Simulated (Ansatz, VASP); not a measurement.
**Cross-check of Te between VASP and Ansatz**

One calculation is typed for both programs; each brings its own data sets and cutoff. How far apart do they land?

Method: plane waves, with VASP 6.6.1 beside it; single point at PBEsol, in Ansatz 0.2.0.

### Step 1. The starting structure

It takes space group P3_121 (No. 152, trigonal). Conventional cell: a = 4.458 Å, b = 4.458 Å, c = 5.925 Å, α = 90.00°, β = 90.00°, γ = 120.00°. Te has 2 Te at 2.79 Å nearest.

### Step 2. Ansatz: single point, PBEsol

Ansatz runs on its default PAW (the set named soft_2) files.

A single point gives forces, pressure and levels at one fixed geometry, so differences don't come from the geometry; what else differs is listed under the comparison.

Contents of input.yaml:

```yaml
crystal:
  lattice:
    - [4.458, 0.0, 0.0]
    - [-2.229, 3.8607412501, 0.0]
    - [0.0, 0.0, 5.925]
  atoms:
    - { symbol: Te, position: [0.255, 0.255, 0.0] }
    - { symbol: Te, position: [0.0, 0.745, 0.6666666667] }
    - { symbol: Te, position: [0.745, 0.0, 0.3333333333] }
hamiltonian:
  xc: pbesol
  pseudopotentials: { kind: paw }
kpoints:
  mp_grid: { grid: [6, 6, 4] }
scf:
  occupations: { method: gaussian, width: 0.05 }
  n_extra_bands: 4
output:
  forces: true
  stress: true
  eigenvalues: true
```

Launch:

```sh
> ansatz run input.yaml --threads 2 --pin off --max-ram 4608MiB --backend cpu --events-out ev --progress --plain --runs-dir out
```

Numbers of over 12 decimals in the logs are rounded to 6 here.

The program printed:

```text
scf.n_extra_bands = 4 over 24 filled bands (N_el = 48.0): the run solves 28 bands
Engine: ansatz 0.2.0, aarch64-unknown-linux-gnu
Pseudopotentials: kind: paw
Pseudopotential: Te, paw, valence charge 16, recommended cutoff 420 eV (normal), Te.paw.azcp
Functional definition: PBEsol
  exchange = pbesol_x
  correlation = pbesol_c
Crystal: 3 atoms, lattice volume = 101.976 Å³
Basis set: ecut = 420 eV, 2017 PW (Γ), exchange–correlation on 60×60×80 points (8 copies of the dense FFT grid, shifted against one another)
Bands: 28, of which v1, the nominal top of the filled ones, is band 24 counted from 1 (23 counted from 0)
Symmetry: 6 space group operations
Space group: P3121 (ITA 152), of the structure as read, at distance tolerance 4.7e-5 Å
k-points: 24 of 144 (time reversal used)
Non-local potential: Te, projectors of the file, l = 0: 2, l = 1: 2, l = 2: 2, l = 3: 2
PAW form: soft (Blöchl's): semilocal exchange-correlation on the pseudo side does not see the compensation charge
PAW frozen core: Te, regenerated for the run's functional, and the local potential with it (the file was generated under x = pbe(κ = 0.804, μ = 0.219515), c = pbe(β = 0.066725))
PAW one-centre angular grid: Te, 590 points (default); XC on 64 Gauss nodes
Initial density: superposition of atomic densities (neutral atoms: chi_scale 0, normalization atom), corrected by the library's trained network
Initial wavefunctions: pseudopotential atomic-orbital guess
Functional: x = pbesol(κ = 0.804, μ = 0.123457), c = pbesol(β = 0.046)
SCF iter   1: F=—  HF=-20704.445119 eV  |F-HF|=—  |Δ(HF+E_count)|=         —  Δρ=1.93e-3  dr2=3.27e-3  ethr=1.77e-3  ⟨swp⟩=6.9  Hψ=3049  notcnv=0
preconditioner: auto → Resta (q_TF=auto, 2.406 Å⁻¹)  ε∞=4.7  [insulator: Δε(μ)=0.122 eV  Ē_g=8.116 eV  σ=0.050 eV  W_gap=0.91  n_scr=22 (ndim 8)  ℏωp=15.6 eV  f_vac=0.028  D(μ)=0.20/eV (n_scr^D=0)  ε∞_Penn≈4.7]
SCF iter   2: F=—  HF=-20704.442680 eV  |F-HF|=—  |Δ(HF+E_count)|=   2.44e-3  Δρ=1.20e-3  dr2=1.25e-3  ethr=6.80e-6  ⟨swp⟩=2.1  Hψ=1066  notcnv=0
SCF iter   3: F=—  HF=-20704.442981 eV  |F-HF|=—  |Δ(HF+E_count)|=   3.01e-4  Δρ=3.46e-4  dr2=1.15e-4  ethr=2.60e-6  ⟨swp⟩=2.0  Hψ=1248  notcnv=0
SCF iter   4: F=—  HF=-20704.442927 eV  |F-HF|=—  |Δ(HF+E_count)|=   5.43e-5  Δρ=1.34e-4  dr2=3.08e-5  ethr=2.40e-7  ⟨swp⟩=2.0  Hψ=1248  notcnv=0
SCF iter   5: F=—  HF=-20704.442953 eV  |F-HF|=—  |Δ(HF+E_count)|=   2.57e-5  Δρ=3.89e-5  dr2=2.38e-6  ethr=6.43e-8  ⟨swp⟩=2.0  Hψ=850  notcnv=0
SCF iter   6: F=—  HF=-20704.442954 eV  |F-HF|=—  |Δ(HF+E_count)|=   1.71e-6  Δρ=1.20e-5  dr2=1.24e-7  ethr=4.96e-9  ⟨swp⟩=3.0  Hψ=1258  notcnv=0
SCF iter   7: F=-20704.442954 eV  HF=-20704.442954 eV  |F-HF|=1.68e-9  |Δ(HF+E_count)|=   3.15e-8  Δρ=2.17e-6  dr2=3.76e-9  ethr=2.08e-10  ⟨swp⟩=6.5  Hψ=2731  notcnv=0
SCF 1 converged in 7 iterations: F = -20704.442954 eV  dr2 = 3.76e-9
  greatest PAW one-centre occupation: 0.998 electrons in one spin orbital (limit 2), on the Te atom at site 1 (counted from 0), in its partial waves of l = 2
SCF converged after 7 iterations
Free energy (F): -20704.442954 eV
Harris-Foulkes:  -20704.442954 eV  (|F-HF|=1.68e-9)
Internal energy: -20704.442714 eV  (E = F + TS)
E sigma→0 (E₀):  -20704.442834 eV
Entropy (-TS):   -0.000240 eV (-0.080 meV/atom)
Fermi energy:    8.632393 eV
--- Per-component energies (eV) ---
  E_band       = -805.118969
  E_kinetic    = 542.245676
  E_local      = -3887.004147  (includes V_loc(G=0)·N_el)
  E_nonlocal   = -923.860224
  E_hartree    = 2457.539307
  E_xc         = -370.069817
  E_vxc        = -312.308817  (∫ρ·V_xc dr)
  E_paw        = -13753.232255  (= ΣΔE_a)
  E_vpaw       = -1139.271560  (= ΣTr[D̂ρ^β])
  E_aug_tail   = -0.000548  (compensation charges beyond the density's cutoff)
  E_ewald      = -4771.185151
  E_core_change = 1.124446  (= ΣΔE_core)
  E_smearing   = -0.000240  (= −TS)
  E_closure    = -0.000000  (closes the sum)
  Σ components = -20704.442954   (vs F -20704.442954, Δ=0.00e0)
--- Forces (eV/Å), atoms counted from 1 ---
  atom   1  Te     0.27163213     0.47048065    -0.00000000
  atom   2  Te     0.27163213    -0.47048065    -0.00000000
  atom   3  Te    -0.54326426    -0.00000000     0.00000000
  max |Σ_I F_I| component: 1.11e-16 eV/Å
--- Stress (GPa, compression-positive) ---
        0.484259       0.000000      -0.000000
        0.000000       0.484259      -0.000000
       -0.000000      -0.000000       1.254735
  P = ⅓ Tr σ = 0.7411 GPa (7.411 kbar)
--- Band table (eV; the first three rows and the last of 24) ---
  k-point 0: bands = [... 20 lower, 5.6954, 6.9305, 6.9305, 7.9670, 9.6590, 9.6591, 10.3314, 13.4375]
  k-point 1: bands = [... 20 lower, 6.0477, 7.0566, 7.0927, 7.8418, 9.3809, 9.3968, 9.8421, 12.9902]
  k-point 2: bands = [... 20 lower, 5.9055, 7.2241, 7.4759, 7.4759, 9.1893, 9.3051, 9.3051, 12.5771]
  k-point 23: bands = [... 20 lower, 3.6033, 7.4034, 8.5651, 8.5651, 8.6883, 10.1967, 10.1967, 14.3318]
```

Wall time 4.9 s (2 threads of Arm Neoverse N1, shared host); peak memory 0.33 GiB; 9.4 s of CPU time.

Reading the cycles: dr2 is the Hartree energy of the density residual (eV), the measure of convergence; HF is the Harris–Foulkes estimate of the energy, which meets the free energy F at convergence.

The run ends at a pressure of 0.74 GPa, with forces up to 0.54 eV/Å.

### Step 3. VASP: single point, PBEsol

The same cell, functional, mesh and smearing now go to VASP, with its own data sets and cutoff.

Lines of VASP's logs that name or quote its potential files are left out, and so is its time.

Contents of INCAR:

```
SYSTEM = Te
PREC = Accurate
ENCUT = 400
EDIFF = 1E-05
NELM = 100
ISMEAR = 0
SIGMA = 0.05
LREAL = .FALSE.
ALGO = Normal
GGA = PS
NBANDS = 15
LORBIT = 11
LWAVE = .FALSE.
LCHARG = .FALSE.
KPAR = 4
```

Contents of POSCAR:

```
Te
1.0
    4.4580000000      0.0000000000      0.0000000000
   -2.2290000000      3.8607412501      0.0000000000
    0.0000000000      0.0000000000      5.9250000000
Te
3
Direct
    0.2550000000      0.2550000000      0.0000000000
    0.0000000000      0.7450000000      0.6666666667
    0.7450000000      0.0000000000      0.3333333333
```

Contents of KPOINTS:

```
Automatic mesh
0
Gamma
6 6 4
0 0 0
```

Potentials, in the order of the species: Te (PBE family, release 64).

Launch:

```sh
> mpirun -np 4 vasp_std
```

The program printed:

```text
[banner, memory and clock lines left out]
running    4 mpi-ranks, on    1 nodes
 distrk:  each k-point on    1 cores,    4 groups
 distr:  one band on    1 cores,    1 groups

 POSCAR found type information on POSCAR Te
 POSCAR found :  1 types and       3 ions
|                                                                             |
|               ----> ADVICE to this user running VASP <----                  |
|                                                                             |
|     You enforced a specific xc type in the INCAR file but a different       |
|     [... a line on the potential file left out ...]
|     I HOPE YOU KNOW WHAT YOU ARE DOING!                                     |
|                                                                             |

 LDA part: xc-table for (Slater+PW92), standard interpolation
 POSCAR, INCAR and KPOINTS ok, starting setup
 FFT: planning ... GRIDC
 FFT: planning ... GRID_SOFT
 FFT: planning ... GRID
 WAVECAR not read
 entering main loop
       N       E                     dE             d eps       ncg     rms          rms(c)
DAV:   1     0.634385663170E+02    0.63439E+02   -0.54903E+03   720   0.769E+02
DAV:   2    -0.638413505076E+01   -0.69823E+02   -0.66477E+02   951   0.131E+02
DAV:   3    -0.104479472951E+02   -0.40638E+01   -0.40477E+01   860   0.358E+01
DAV:   4    -0.105227811947E+02   -0.74834E-01   -0.74828E-01  1089   0.574E+00
DAV:   5    -0.105234765869E+02   -0.69539E-03   -0.69539E-03   888   0.461E-01    0.131E+01
DAV:   6    -0.104859423953E+02    0.37534E-01   -0.22570E-02   895   0.893E-01    0.828E+00
DAV:   7    -0.104738943913E+02    0.12048E-01   -0.48992E-02   804   0.129E+00    0.338E-01
DAV:   8    -0.104726804699E+02    0.12139E-02   -0.99510E-03   818   0.579E-01    0.178E-01
DAV:   9    -0.104726999904E+02   -0.19521E-04   -0.27918E-04  1014   0.116E-01    0.102E-01
DAV:  10    -0.104727122812E+02   -0.12291E-04   -0.34937E-05   941   0.379E-02    0.125E-02
DAV:  11    -0.104727076658E+02    0.46154E-05   -0.13389E-05   549   0.227E-02
   1 F= -.10472708E+02 E0= -.10472460E+02  d E =-.495877E-03
```

Parts of OUTCAR (step 3):

```text
ion  position               nearest neighbor table
   1  0.255  0.255  0.000-   3 2.79   2 2.79   3 3.53   2 3.53   2 3.53   3 3.53
   2  0.000  0.745  0.667-   1 2.79   3 2.79   1 3.53   1 3.53   3 3.53   3 3.53
   3  0.745  0.000  0.333-   1 2.79   2 2.79   1 3.53   1 3.53   2 3.53   2 3.53

  LATTYP: Found a hexagonal cell.
 ALAT       =     4.4580000000
 C/A-ratio  =     1.3290713324

 Subroutine GETGRP returns: Found  6 space group operations
 (whereof  2 operations were pure point group operations)

The static configuration has the point symmetry C_2 .
 The point group associated with its full space group is D_3 .

 Found     24 irreducible k-points:

   k-points           NKPTS =     24   k-points in BZ     NKDIM =     24   number of bands    NBANDS=     15

   dimension x,y,z NGX =    30 NGY =   30 NGZ =   40
   dimension x,y,z NGXF=    60 NGYF=   60 NGZF=   80

   ENCUT  =  400.0 eV  29.40 Ry    5.42 a.u.   7.27  7.27  9.66*2*pi/ulx,y,z

   NELECT =      18.0000    total number of electrons

 k-points in reciprocal lattice and weights: Automatic mesh
   0.00000000  0.00000000  0.00000000       0.007
   0.16666667  0.00000000  0.00000000       0.042
   0.33333333  0.00000000  0.00000000       0.042
   0.50000000 -0.00000000  0.00000000       0.021
   0.16666667  0.16666667  0.00000000       0.042
   0.33333333  0.16666667  0.00000000       0.083
   0.33333333  0.33333333  0.00000000       0.014
   0.00000000  0.00000000  0.25000000       0.014
   0.16666667  0.00000000  0.25000000       0.042
[...]
0.33333333  0.16666667  0.50000000       0.083
   0.33333333  0.33333333  0.50000000       0.014

 average (electrostatic) potential at core
       1 -88.8949       2 -88.8949       3 -88.8949

 E-fermi :   5.8233

 k-point     1 :       0.0000    0.0000    0.0000
  band No.  band energies     occupation
    ...
      5       2.8988      2.00000
      6       2.8988      2.00000
      7       4.1240      2.00000
      8       4.1240      2.00000
      9       5.1689      2.00000
     10       6.8438      0.00000
     11       6.8438      0.00000
     12       7.5288      0.00000
     13      10.5931      0.00000
     14      10.5931      0.00000
    ...

 k-point     2 :       0.1667    0.0000    0.0000
  band No.  band energies     occupation
    ...
      5       2.2394      2.00000
      6       2.6712      2.00000
      7       4.4269      2.00000
      8       4.7965      2.00000
      9       5.0239      2.00000
     10       6.7211      0.00000
     11       6.8286      0.00000
     12       7.5006      0.00000
     13      10.1572      0.00000
     14      10.6083      0.00000
    ...

 k-point     3 :       0.3333    0.0000    0.0000
  band No.  band energies     occupation
    ...
      5       1.5325      2.00000
      6       2.2408      2.00000
      7       3.3978      2.00000
      8       4.6074      2.00000
      9       4.9224      2.00000
     10       6.8103      0.00000
     11       7.0166      0.00000
     12       8.7014      0.00000
     13       9.2092      0.00000
     14      11.5675      0.00000
    ...

  Total        0.3515935      0.3515935      0.9339557     -0.0000000      0.0000000      0.0000000
  in kB        5.5239821      5.5239821     14.6736355     -0.0000000      0.0000000      0.0000000
  external PRESSURE =       8.5738666 kB  Pullay stress =       0.0000000 kB

  energy-cutoff  :      400.00
  volume of cell :      101.98
      direct lattice vectors                 reciprocal lattice vectors
     4.458000000  0.000000000  0.000000000     0.224315837  0.129508809  0.000000000
    -2.229000000  3.860741250  0.000000000     0.000000000  0.259017617  0.000000000
     0.000000000  0.000000000  5.925000000     0.000000000  0.000000000  0.168776371

 POSITION                                       TOTAL-FORCE (eV/Angst)
 -----------------------------------------------------------------------------------
      0.56840      0.98449      0.00000         0.290642      0.503406      0.000000
     -1.66060      2.87625      3.95000         0.290642     -0.503406     -0.000000
      3.32121      0.00000      1.97500        -0.581283      0.000000      0.000000
 -----------------------------------------------------------------------------------
    total drift:                               -0.000001     -0.000001     -0.000000

  FREE ENERGIE OF THE ION-ELECTRON SYSTEM (eV)
  ---------------------------------------------------
  free  energy   TOTEN  =       -10.4727076658 eV

  energy  without entropy=      -10.4722117885  energy(sigma->0) =      -10.47245973

 total charge
# of ion       s       p       d       tot
------------------------------------------
    1        1.431   1.832   0.046   3.310
    2        1.431   1.832   0.046   3.310
    3        1.431   1.832   0.046   3.310
--------------------------------------------------
tot          4.293   5.497   0.139   9.929

[... 3 further parts left out ...]
```

The gap is under twice the smearing width, so the edge states are partly filled and the run can't tell a small gap from a semimetal.

### Step 4. Side by side

Known differences besides the potentials themselves: the data sets hold 48 valence electrons in Ansatz (default PAW (the set named soft_2) files) and 18 in VASP; the cutoff is 420 eV in Ansatz and 400 eV in VASP; Ansatz makes its cores anew for this functional, VASP keeps those of its PBE data sets; VASP leaves aspherical gradient terms in its spheres out (LASPH is not set), Ansatz keeps them. Total energies have different zeros and are not compared.

The two programs side by side:

```
              quantity  Ansatz   VASP  difference
        pressure (GPa)    0.74   0.86       -0.12
gap on the k mesh (eV)   0.123  0.089      +0.034
```

Forces (eV/Å; atoms numbered as in POSCAR):

```csv
atom,"Ansatz x, y, z","VASP x, y, z"
Te1,"0.272, 0.470, 0.000","0.291, 0.503, 0.000"
Te2,"0.272, -0.470, 0.000","0.291, -0.503, 0.000"
Te3,"-0.543, 0.000, 0.000","-0.581, 0.000, 0.000"
```

The forces differ by 22 meV/Å r.m.s., which is 6.5 % of the r.m.s. force of 0.34 eV/Å (both taken over all components). A gap on the mesh is an upper bound, since the band edges may lie between its points. Ansatz's pressure holds a Pulay correction of 0.03 GPa; VASP's holds none.

### Step 5. Other set-ups

Further runs change the set-up of one program: Ansatz's method, potentials or start, or VASP's data sets, cutoff or form of LDA. The table gives Ansatz less VASP for each quantity, since a change that brings one quantity closer may part another.

| run | r.m.s. force difference (meV/Å) | pressure (GPa) | gap on the k mesh (eV) |
| --- | --- | --- | --- |
| as above | 22 | -0.12 | 0.034 |
| cores kept as stored | 21 | -0.11 | 0.035 |
| Ansatz's all-electron LAPW method | 24 | -0.11 | 0.039 |
| Ansatz's larger PAW set (cutoff 430 eV) | 23 | -0.11 | 0.037 |
| norm-conserving potentials (cutoff 1120 eV) | 18 | -0.15 | 0.023 |

### Step 6. Results

```json
{"r.m.s. force difference (single point, PBEsol)": "6.5 % of the r.m.s. force"}
```

What this shows: The r.m.s. force difference is 6.5 % of the r.m.s. force (single point, PBEsol), beyond the 3 % picked in this series as the mark of a large difference. Single point, PBEsol, norm-conserving potentials (cutoff 1120 eV): the difference in gap on the k mesh goes from 0.034 to 0.023 eV. Such differences can come from data sets, numerical settings and the points named under the comparisons, not from the functional's error against experiment.

[Lines on the potential files, build, host, timing and source positions are cut from VASP's logs without a mark.]

[Logs are printed without paths, hosts, clocks, repeated set-up lines and the standing remarks that a program may print on its own settings, such as how far it seeks lower states.]

[Hosts, paths, dates, database ids (printed as entryN), source tags and the programs' standing remarks are cut or masked in the printed files.]
